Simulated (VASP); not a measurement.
Given:

```
Si
1.0
    0.00000     2.72659     2.72659
    2.72659     0.00000     2.72659
    2.72659     2.72659     0.00000
Si
2
Direct
  0.00000   0.00000   0.00000
  0.25000   0.25000   0.25000
```

Method: PBE GGA with D3 dispersion (zero damping), VASP's PBE PAW potentials (set 64) (plane waves; VASP). Run with 520 eV cut-off, Gaussian smearing of 0.050 eV, potentials Si.

Task: Give the energies of bands 2 to 7 at the high-symmetry points, in eV from the valence-band maximum.

Result: 
| band | Γ | X | U | L | W |
|---|---|---|---|---|---|
| 2 | 0.00 | -7.77 | -7.19 | -6.91 | -7.62 |
| 3 | 0.00 | -2.82 | -4.24 | -1.19 | -3.80 |
| 4 | 0.00 | -2.82 | -2.39 | -1.19 | -3.80 |
| 5 | 2.56 | 0.73 | 1.22 | 1.50 | 4.27 |
| 6 | 2.56 | 0.73 | 4.12 | 3.35 | 4.27 |
| 7 | 2.56 | 10.01 | 7.42 | 3.35 | 4.96 |

The gap is indirect, 0.60 eV, from the valence maximum at Γ to the conduction minimum at Γ-X at 0.86.

Measured: gap 1.23 eV (computed value off by -0.63 eV), as given by Wei Chen et al., Physical Review Materials (2018), doi:10.1103/physrevmaterials.2.073803 [zero-point renormalisation of 0.06 eV added back (the table's ZPR column)].

The compound is Si in the diamond structure. It was relaxed first.
